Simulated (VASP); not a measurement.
Runs of VASP 6.6.1 on Cd. The structure is hexagonal, space group P6_3/mmc (No. 194). Conventional cell: a = 2.958 Å, b = 2.958 Å, c = 5.886 Å, α = 90.00°, β = 90.00°, γ = 120.00°. Cd (site symmetry -6m2) is surrounded by 6 Cd at 2.96 Å. 

| level | potentials or basis | cutoff (eV) | gap on the mesh (eV) | pressure (GPa) | relaxed volume (Å³/atom) |
| --- | --- | --- | --- | --- | --- |
| PBEsol | VASP PAW PBE potentials, release 64 (Cd) | 480 | none | 0.0 | 21.16 |
| RPBE | VASP PAW PBE potentials, release 64 (Cd) | 600 | none | 0.0 | 24.37 |
| LDA | VASP PAW LDA potentials, release 64 (Cd) | 600 | none | 0.0 | 20.25 |
| PBE | VASP PAW PBE potentials, release 64 (Cd) | 600 | none | 0.0 | (a) |
| PBEsol | VASP PAW PBE potentials, release 64 (Cd) | 580 | none | 0.0 | (b) |

Alike in all rows: task relaxation of cell and atoms; no spin polarisation; cell relaxed; k mesh 18 × 18 × 8; smearing gaussian 0.1 eV.

Estimate the missing entries.

(a) 23.00; (b) 21.13.

Caveats: the PAW data sets were made with another functional, which shifts forces and pressure a little (some runs).

A k mesh can miss the band edges, and the runs leave out spin-orbit coupling on Cd.

A gap of «none» marks a metal or a gap under the smearing width.

Not every run made on this cell is shown here.
